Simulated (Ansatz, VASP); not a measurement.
# Two plane-wave programs on SbAs2

```
Sb As
1.0
     5.38559    0.00000    0.00000
    -2.69279    4.66406    0.00000
     0.00000    0.00000    9.57208
Sb As
2 4
Direct
  0.33333 0.66667 0.00000
  0.66667 0.33333 0.00000
  0.00000 0.00000 0.50000
  0.00000 0.00000 0.25915
  0.00000 0.00000 0.74085
  0.00000 0.00000 0.00000
```

Alike in both runs: functional PBE; k mesh 6 × 6 × 2; occupations gaussian, width 0.1 eV; no spin polarisation.

Ansatz relaxed the structure, and its values are those at the end. VASP's run is a single point on that final structure, the one shown.

|  | VASP | Ansatz |
| --- | --- | --- |
| version | VASP 6.6.1 | Ansatz 0.2.0 |
| potentials or method | VASP PAW PBE potentials, release 64 (Sb, As) | scalar-relativistic, plane waves, PAW |
| plane-wave cutoff (eV) | 520 | 420 |
| valence electrons in the cell | 30 | 90 |

Ansatz gave:

| Property | Result |
| --- | --- |
| gap on the k mesh at the Fermi level (eV) | none |
| pressure (GPa) | 0.0 |
| rms of the force components (eV/Å) | 0.007 |

Q: Which values does VASP return?

A: gap on the k mesh at the Fermi level (eV): none; pressure (GPa): 0.1; rms of the force components (eV/Å): 0.003.

A gap of «none» marks a metal or a gap that the smearing closes. With one functional, cell and mesh, what is left measures potentials, basis and numerics. The two sets of potentials don't hold the same shells in valence.

The runs have no spin-orbit coupling, so splittings on Sb are missing.
